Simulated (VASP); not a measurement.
```
CoSi
1.0
    4.38481     0.00000     0.00000
    0.00000     4.38481     0.00000
    0.00000     0.00000     4.38481
Co Si
4 4
Direct
  0.85446   0.64554   0.35446
  0.35446   0.85446   0.64554
  0.14554   0.14554   0.14554
  0.64554   0.35446   0.85446
  0.15668   0.34332   0.65668
  0.65668   0.15668   0.34332
  0.84332   0.84332   0.84332
  0.34332   0.65668   0.15668
```

The numbers are results of PBEsol GGA, VASP's PBE PAW potentials (set 64) (plane waves; VASP 6.6.1), not measurements. Numerical set-up: 400 eV cut-off, 8×8×8 Γ-centred mesh, tetrahedra with Blöchl corrections, potentials Co Si.

Problem. Estimate the energy per atom (σ→0), band gap (on the k-mesh) with the smallest direct gap where there is one.

Solution. 
The band gap (on the k-mesh) is none (metal, semimetal or under 0.01 eV) and the energy per atom (σ→0) is -721.6 kJ/mol of atoms.

The compound is CoSi in the B20 structure. It was relaxed first. The run is not spin-polarised, so no magnetic state was tried.
